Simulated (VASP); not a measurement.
Calculation: PBEsol GGA, VASP's PBE PAW potentials (set 64) (plane waves; VASP).

A VASP calculation is set up with these files.

### KPOINTS
```
Automatic mesh
0
Gamma
17 17 17
0 0 0
```

INCAR:
```
SYSTEM = V
PREC = Accurate
ENCUT = 500
EDIFF = 1E-6
NELM = 100
ALGO = Normal
LREAL = .FALSE.
LASPH = .TRUE.
ISMEAR = 1
SIGMA = 0.1
GGA = PS
LMAXMIX = 4
LWAVE = .FALSE.
LCHARG = .FALSE.
IBRION = 2
ISIF = 3
NSW = 40
EDIFFG = -0.02
```

### POSCAR
```
V
1.0
 -1.4797116633   1.4797116633   1.4797116633
  1.4797116633  -1.4797116633   1.4797116633
  1.4797116633   1.4797116633  -1.4797116633
V
1
Cartesian
  0.0000000000   0.0000000000   0.0000000000
```

POTCAR, in this order: V_sv (PBE.64 set). Program: vasp_std.

Question: What will the output report for the number of irreducible k-points (NKPTS), largest plane-wave count, number of space-group operations, FFT grid (NGX, NGY, NGZ)?

Answer: 
```
Quantity                                      Result
--------------------------------------  ------------
number of irreducible k-points (NKPTS)           165
largest plane-wave count                         341
number of space-group operations                  48
FFT grid (NGX, NGY, NGZ)                20 × 20 × 20
```

The compound is V in the bcc structure. It was relaxed first, which changed the volume by -7 %. The run is not spin-polarised, so no magnetic state was tried.
